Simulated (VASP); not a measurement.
Data:

```
NaCl
1.0
    0.00000     2.37947     2.37947
    2.37947     0.00000     2.37947
    2.37947     2.37947     0.00000
Na Cl
1 1
Direct
  0.00000   0.00000   0.00000
  0.50000   0.50000   0.50000
```

These are PBE GGA, VASP's PBE PAW potentials (set 64) (plane waves; VASP) values and carry that method's errors. Run with 500 eV cut-off, 10×10×10 Γ-centred mesh, Gaussian smearing of 0.050 eV, potentials Na_pv Cl.

Question: Predict the energy per atom (σ→0), pressure, band gap (on the k-mesh) with the smallest direct gap where there is one.

Answer: 
```yaml
band gap (on the k-mesh): 6.88 eV
smallest direct gap (on the k-mesh): 8.00 eV
energy per atom (σ→0): -2.575 eV/atom
pressure: 44.84 GPa
```

Only differences to runs with the same potentials and settings are physical.

The compound is NaCl in the rock salt structure. It was relaxed first under an external pressure of 45 GPa.
